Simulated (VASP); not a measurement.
Data:

```xyz
3
Lattice="4.8292 0.0000 0.0000 -1.6097 4.5531 0.0000 0.0000 0.0000 26.6336" Properties=species:S:1:pos:R:3 pbc="T T T"
Rb     1.6097     2.2765     9.3737
Rb     0.0000     0.0000    13.3168
Rb     1.6097     2.2765    17.2598
```

The numbers are results of PBEsol GGA, VASP's PBE PAW potentials (set 64) (plane waves; VASP), not measurements. Settings: PREC = Normal, EDIFF = 1E-5, 400 eV cut-off, 6×6×1 Γ-centred mesh, first-order Methfessel-Paxton smearing of 0.10 eV, potentials Rb_sv.

Task: What does the run give for the energy per atom (σ→0), band gap (on the k-mesh) with the smallest direct gap where there is one?

Result: 
The band gap (on the k-mesh) is none (metal, semimetal or under 0.01 eV) and the energy per atom (σ→0) comes out as -0.938 eV/atom.

The absolute energy has meaning only against runs of the same code, potentials and settings.

The cell is a thin slab with vacuum, built from Rb (bcc): (110) face.
